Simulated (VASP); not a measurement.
Computed with PBEsol GGA, VASP's PBE PAW potentials (set 64) (plane waves; VASP).

VASP input:

### INCAR
```
! general
SYSTEM  = Ta(110) slab
PREC    = Normal
ENCUT   = 400   ! plane-wave cut-off (eV)
LREAL   = .FALSE.   ! projection in real space or not
LASPH   = .TRUE.   ! aspherical one-centre terms

! electronic loop
EDIFF   = 1E-6   ! SCF stop (eV)
NELM    = 100
NELMIN  = 4
ALGO    = Normal   ! blocked Davidson
LMAXMIX = 6   ! l cut-off of mixed one-centre charges

! smearing
ISMEAR  = 1   ! Methfessel-Paxton
SIGMA   = 0.1   ! width (eV)

! functional
GGA     = PS

! output
LWAVE   = .FALSE.
LCHARG  = .FALSE.
LORBIT  = 11   ! lm-projected
LVHAR   = .TRUE.

! other
LDIPOL  = .TRUE.
IDIPOL  = 3
DIPOL   = 0.5 0.5 0.5
```

### POSCAR
```
Ta(110) slab
1
    2.8439993533     0.0000000000     0.0000000000
   -0.9479997844     2.6813484290     0.0000000000
    0.0000000000     0.0000000000    24.2155874432
Ta
4
Direct
  0.7500000000   0.2500000000   0.3607237573
  0.2500000000   0.7500000000   0.4519230984
  0.7500000000   0.2500000000   0.5480769016
  0.2500000000   0.7500000000   0.6392762427
```

File KPOINTS:
```
Automatic mesh
0
Gamma
10 10 1
0 0 0
```

POTCAR, in this order: Ta_pv (PBE.64 set). Program: vasp_std. Read from the step before: WAVECAR.

Output of the run:

OUTCAR:
```
 ion  position               nearest neighbor table
   1  0.750  0.250  0.361-   2 2.75   2 2.75   2 3.20   2 3.20
   2  0.250  0.750  0.452-   1 2.75   1 2.75   3 2.85   3 2.85   1 3.20   1 3.20   3 3.29   3 3.29
  LATTYP: Found a base centered orthorhombic cell.
 ALAT       =     3.2839676860
 B/A-ratio  =     1.4142135405
 C/A-ratio  =     7.3738811579
 Subroutine PRICEL returns:
 Original cell was already a primitive cell.
 Subroutine GETGRP returns: Found  8 space group operations
The static configuration has the point symmetry C_2h.
 The point group associated with its full space group is D_2h.
The dynamic configuration has the point symmetry C_2h.
 Subroutine INISYM returns: Found  8 space group operations
 Subroutine IBZKPT returns following result:
 Found     31 irreducible k-points:

 Following reciprocal coordinates:
            Coordinates               Weight
  0.000000  0.000000  0.000000      1.000000
  0.100000  0.000000  0.000000      4.000000
  0.200000  0.000000  0.000000      4.000000
  0.300000  0.000000  0.000000      4.000000
  0.400000  0.000000  0.000000      4.000000
  0.500000  0.000000  0.000000      2.000000
  0.100000  0.100000  0.000000      2.000000
  0.200000  0.100000  0.000000      4.000000
  0.300000  0.100000  0.000000      4.000000
  0.400000  0.100000  0.000000      4.000000
  0.500000  0.100000  0.000000      4.000000
 -0.400000  0.100000  0.000000      4.000000
 -0.300000  0.100000  0.000000      4.000000
 -0.200000  0.100000  0.000000      4.000000
 -0.100000  0.100000  0.000000      2.000000
  0.200000  0.200000  0.000000      2.000000
  0.300000  0.200000  0.000000      4.000000
  0.400000  0.200000  0.000000      4.000000
  0.500000  0.200000  0.000000      4.000000
 -0.400000  0.200000  0.000000      4.000000
 -0.300000  0.200000  0.000000      4.000000
 -0.200000  0.200000  0.000000      2.000000
  0.300000  0.300000  0.000000      2.000000
  0.400000  0.300000  0.000000      4.000000
  0.500000  0.300000  0.000000      4.000000
 -0.400000  0.300000  0.000000      4.000000
 -0.300000  0.300000  0.000000      2.000000
  0.400000  0.400000  0.000000      2.000000
  0.500000  0.400000  0.000000      4.000000
 -0.400000  0.400000  0.000000      2.000000
  0.500000  0.500000  0.000000      1.000000
   k-points           NKPTS =     31   k-points in BZ     NKDIM =     31   number of bands    NBANDS=     26
   number of dos      NEDOS =    301   number of ions     NIONS =      4
   total plane-waves  NPLWV =  23520
   dimension x,y,z NGX =    14 NGY =   14 NGZ =  120
   dimension x,y,z NGXF=    28 NGYF=   28 NGZF=  240
   ions per type =               4
   PREC   = normal    normal or accurate (medium, high low for compatibility)
   ISTART =      1    job   : 0-new  1-cont  2-samecut
   ICHARG =      0    charge: 1-file 2-atom 10-const
   ISPIN  =      1    spin polarized calculation?
   LNONCOLLINEAR =      F non collinear calculations
   LSORBIT =      F    spin-orbit coupling
   INIWAV =      1    electr: 0-lowe 1-rand  2-diag
   ENCUT  =  400.0 eV  29.40 Ry    5.42 a.u.   4.64  4.64 39.49*2*pi/ulx,y,z
   NELM   =    100;   NELMIN=  4; NELMDL=  0     # of ELM steps
   EDIFF  = 0.1E-05   stopping-criterion for ELM
   LREAL  =      F    real-space projection
   NLSPLINE    = F    spline interpolate recip. space projectors
   LMAXMIX     =    6 max onsite mixed and CHGCAR
   VOSKOWN=      0    Vosko Wilk Nusair interpolation
   EDIFFG = 0.1E-04   stopping-criterion for IOM
   NSW    =      0    number of steps for IOM
   NBLOCK =      1;   KBLOCK =      1    inner block; outer block
   IBRION =     -1    ionic relax: 0-MD 1-quasi-New 2-CG
   NFREE  =      0    steps in history (QN), initial steepest desc. (CG)
...
```

File OSZICAR:
```
       N       E                     dE             d eps       ncg     rms          rms(c)
DAV:   1    -0.477540898456E+02   -0.47754E+02   -0.35710E-05  1852   0.343E-02    0.623E-03
DAV:   2    -0.477540881389E+02    0.17068E-05   -0.39360E-05  1988   0.477E-02    0.569E-03
DAV:   3    -0.477540864461E+02    0.16927E-05   -0.23103E-05  1812   0.325E-02    0.224E-03
DAV:   4    -0.477540861956E+02    0.25049E-06   -0.18207E-06   968   0.105E-02
   1 F= -.47754086E+02 E0= -.47753560E+02  d E =-.157772E-02
```

OUTCAR:
```
------------------------ aborting loop because EDIFF is reached ----------------------------------------
  FORCE on cell =-STRESS in cart. coord.  units (eV):
  Direction    XX          YY          ZZ          XY          YZ          ZX
  --------------------------------------------------------------------------------------
  Total       -2.4016518     -2.1258782     -0.0791187      0.3900032      0.0000000     -0.0000000
  in kB      -20.8373686    -18.4446831     -0.6864546      3.3837709      0.0000000     -0.0000000
  external PRESSURE =     -13.3228354 kB  Pullay stress =       0.0000000 kB
  volume of cell :      184.66
      direct lattice vectors                 reciprocal lattice vectors
     2.843999353  0.000000000  0.000000000     0.351617520  0.124315561  0.000000000
    -0.947999784  2.681348429  0.000000000     0.000000000  0.372946682  0.000000000
     0.000000000  0.000000000 24.215587443     0.000000000  0.000000000  0.041295715
 POSITION                                       TOTAL-FORCE (eV/Angst)
 -----------------------------------------------------------------------------------
      1.89600      0.67034      8.73514        -0.000000      0.000000      0.002716
      0.00000      2.01101     10.94358         0.000000      0.000000      0.002920
      1.89600      0.67034     13.27200         0.000000     -0.000000     -0.002920
      0.00000      2.01101     15.48045        -0.000000     -0.000000     -0.002716
 -----------------------------------------------------------------------------------
    total drift:                                0.000000      0.000000     -0.000000
  FREE ENERGIE OF THE ION-ELECTRON SYSTEM (eV)
  ---------------------------------------------------
  free  energy   TOTEN  =       -47.7540861956 eV

  energy  without entropy=      -47.7525084784  energy(sigma->0) =      -47.75356029

 total charge

# of ion       s       p       d       tot
------------------------------------------
    1        0.386   6.099   2.427   8.912
    2        0.380   6.191   2.427   8.998
    3        0.380   6.191   2.427   8.998
    4        0.386   6.099   2.427   8.912
--------------------------------------------------
tot          1.531  24.580   9.708  35.819
```
(Selected blocks of OUTCAR.)

The cell is a thin slab with vacuum, built from Ta (bcc): (110) face.
